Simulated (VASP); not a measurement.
These are PBE GGA, VASP's PBE PAW potentials (set 64) (plane waves; VASP) values and carry that method's errors.

A VASP calculation is set up with these files.

File POSCAR:
```
Rb
1
   -2.8250000000     2.8250000000     2.8250000000
    2.8250000000    -2.8250000000     2.8250000000
    2.8250000000     2.8250000000    -2.8250000000
Rb
1
Direct
  0.0000000000   0.0000000000   0.0000000000
```

File KPOINTS:
```
Automatic mesh
0
Gamma
8 8 8
0 0 0
```

INCAR:
```
GGA = PE   # PBE
SYSTEM = Rb
ISIF = 2   # forces and stress, cell fixed
ALGO = Normal
LCHARG = .False.
ISMEAR = 1
EDIFF = 1E-6
LASPH = .True.   # aspherical one-centre terms
LMAXMIX = 4   # l cut-off of mixed one-centre charges
PREC = Accurate
LREAL = .False.   # projection in real space or not
SIGMA = 0.1   # width (eV)
LWAVE = .False.
ENCUT = 400   # plane-wave cut-off (eV)
NELM = 100   # most electronic steps
```

POTCAR, in this order: Rb_sv (PBE.64 set). Program: vasp_std.

What VASP printed:

File OUTCAR:
```
 ion  position               nearest neighbor table
   1  0.000  0.000  0.000-
  LATTYP: Found a body centered cubic cell.
 ALAT       =     5.6500000000
 Subroutine PRICEL returns:
 Original cell was already a primitive cell.
 Subroutine GETGRP returns: Found 48 space group operations
The static configuration has the point symmetry O_h .
The dynamic configuration has the point symmetry O_h .
 Subroutine INISYM returns: Found 48 space group operations
 Subroutine IBZKPT returns following result:
 Found     29 irreducible k-points:

 Following reciprocal coordinates:
            Coordinates               Weight
  0.000000  0.000000  0.000000      1.000000
  0.125000  0.000000  0.000000     12.000000
  0.250000  0.000000  0.000000     12.000000
  0.375000  0.000000  0.000000     12.000000
  0.500000  0.000000  0.000000      6.000000
  0.125000  0.125000  0.000000     24.000000
  0.250000  0.125000  0.000000     48.000000
  0.375000  0.125000  0.000000     48.000000
  0.250000  0.250000  0.000000     24.000000
  0.375000  0.250000  0.000000     24.000000
...
```

OSZICAR:
```
       N       E                     dE             d eps       ncg     rms          rms(c)
DAV:   1     0.367053910939E+02    0.36705E+02   -0.30120E+03   464   0.664E+02
DAV:   2     0.874004112615E+00   -0.35831E+02   -0.35789E+02   496   0.132E+02
DAV:   3    -0.896497847140E+00   -0.17705E+01   -0.17619E+01   696   0.317E+01
DAV:   4    -0.927682620847E+00   -0.31185E-01   -0.31182E-01   720   0.370E+00
DAV:   5    -0.927835554302E+00   -0.15293E-03   -0.15293E-03   728   0.201E-01    0.119E+00
DAV:   6    -0.928402347593E+00   -0.56679E-03   -0.17684E-03   728   0.287E-01    0.715E-01
DAV:   7    -0.929266915124E+00   -0.86457E-03   -0.33313E-03   608   0.388E-01    0.450E-02
DAV:   8    -0.929379020793E+00   -0.11211E-03   -0.12904E-04   584   0.111E-01    0.148E-02
DAV:   9    -0.929385889249E+00   -0.68685E-05   -0.67463E-06   800   0.215E-02    0.429E-03
DAV:  10    -0.929385399295E+00    0.48995E-06   -0.24343E-06   592   0.102E-02
   1 F= -.92938540E+00 E0= -.92889617E+00  d E =-.146769E-02
```

**OUTCAR**
```
------------------------ aborting loop because EDIFF is reached ----------------------------------------
  FORCE on cell =-STRESS in cart. coord.  units (eV):
  Direction    XX          YY          ZZ          XY          YZ          ZX
  --------------------------------------------------------------------------------------
  Total        0.0205608      0.0205608      0.0205608     -0.0000000      0.0000000      0.0000000
  in kB        0.3652871      0.3652871      0.3652871     -0.0000000      0.0000000      0.0000000
  external PRESSURE =       0.3652871 kB  Pullay stress =       0.0000000 kB
  volume of cell :       90.18
      direct lattice vectors                 reciprocal lattice vectors
    -2.825000000  2.825000000  2.825000000     0.000000000  0.176991150  0.176991150
     2.825000000 -2.825000000  2.825000000     0.176991150  0.000000000  0.176991150
     2.825000000  2.825000000 -2.825000000     0.176991150  0.176991150  0.000000000
 POSITION                                       TOTAL-FORCE (eV/Angst)
 -----------------------------------------------------------------------------------
      0.00000      0.00000      0.00000         0.000000      0.000000      0.000000
 -----------------------------------------------------------------------------------
    total drift:                                0.000000      0.000000     -0.000000
  FREE ENERGIE OF THE ION-ELECTRON SYSTEM (eV)
  ---------------------------------------------------
  free  energy   TOTEN  =        -0.9293853993 eV

  energy  without entropy=       -0.9279177065  energy(sigma->0) =       -0.92889617
```
(Selected blocks of OUTCAR.)

The compound is Rb in the bcc structure. The cell was not relaxed at this level.
